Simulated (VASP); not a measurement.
Consider the following.

```
CuCl
1.0
    0.00000     2.68670     2.68670
    2.68670     0.00000     2.68670
    2.68670     2.68670     0.00000
Cu Cl
1 1
Direct
  0.00000   0.00000   0.00000
  0.25000   0.25000   0.25000
```

Calculation: rev-vdW-DF2, VASP's PBE PAW potentials (set 64) (plane waves; VASP). Run with 520 eV cut-off, Gaussian smearing of 0.050 eV, potentials Cu Cl.

Problem. Predict the band gap (along the path) with the smallest direct gap where there is one.

Solution. 
band gap (along the path): 0.54 eV
smallest direct gap (along the path): 0.54 eV

Only differences to runs with the same potentials and settings are physical.

The compound is CuCl in the zinc blende structure. It was relaxed first.
